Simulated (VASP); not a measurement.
Data:

```
CELL_PARAMETERS angstrom
      4.46649    -2.76226     0.00000
      4.46649     2.76226     0.00000
      0.00000     0.00000     4.86985
ATOMIC_POSITIONS crystal
  Si 0.32740 0.02661 0.72916
  Si 0.67260 0.97339 0.22916
  Si 0.97339 0.67260 0.72916
  Si 0.02661 0.32740 0.22916
  N  0.34291 0.09568 0.38461
  N  0.65709 0.90432 0.88461
  N  0.90432 0.65709 0.38461
  N  0.09568 0.34291 0.88461
  O  0.20933 0.79067 0.77972
  O  0.79067 0.20933 0.27972
```

Calculation: PBEsol GGA, VASP's PBE PAW potentials (set 64) (plane waves; VASP). Numerical set-up: 520 eV cut-off, 5×5×5 Γ-centred mesh, tetrahedra with Blöchl corrections, potentials Si N O.

**Question.** Estimate the energy per atom (σ→0), band gap (on the k-mesh) with the smallest direct gap where there is one.

**Answer.** 
```
Property                                      Value
-----------------------------------  --------------
band gap (on the k-mesh)                    4.92 eV
smallest direct gap (on the k-mesh)         4.92 eV
energy per atom (σ→0)                -8.510 eV/atom
```

The absolute energy has meaning only against runs of the same code, potentials and settings.

The structure comes from a computed database's Si2N2O entry (Cmc2_1), a phase known from measurement. It was relaxed first.
